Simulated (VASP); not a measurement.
Here is a VASP 6.6.1 calculation.

File INCAR:

```
ALGO = Fast
EDIFF = 1E-6
ENCUT = 520
GGA = PE
ISIF = 2
ISMEAR = 0
LASPH = T
LCHARG = F
LREAL = F
LWAVE = F
NBANDS = 34
NELM = 60
PREC = Accurate
SIGMA = 0.1
```

File KPOINTS:

```
k-points
0
Gamma
  12 12 6
```

The input POSCAR:

```
WAuS4
1.0
    4.3826969172      0.0000000000      0.0000000000
   -2.1913484586      3.7955268674      0.0000000000
    0.0000000000      0.0000000000      5.9439899954
W S Au
1 4 1
Direct
    0.0000000000      0.0000000000      0.5000000000
    0.3333333333      0.6666666667      0.6968437479
    0.3333333333      0.6666666667      0.3031562521
    0.6666666667      0.3333333333      0.6968437479
    0.6666666667      0.3333333333      0.3031562521
    0.0000000000      0.0000000000      0.0000000000
```

Potentials or basis: VASP PAW PBE potentials, release 64 (W_sv, S, Au).

Command:

```console
$ cat potpaw_PBE.64/W_sv/POTCAR potpaw_PBE.64/S/POTCAR potpaw_PBE.64/Au/POTCAR > POTCAR
$ mpirun -np 1 vasp_std > vasp.out
```

**Question.** Predict the pressure.

**Answer.** -0.1 GPa.

**Question.** Estimate the largest force.

**Answer.** 0.035 eV/Å.

**Question.** What does it give for the band gap on the k mesh?

**Answer.** None (metal or under the smearing width).

Forces in eV/Å, atoms in the order of the input:
```
W    0.000  0.000  0.000
S    0.000  0.000 -0.035
S    0.000  0.000  0.035
S    0.000  0.000 -0.035
S    0.000  0.000  0.035
Au   0.000  0.000  0.000
```

The run has no spin-orbit coupling, so splittings on Au, W are missing.
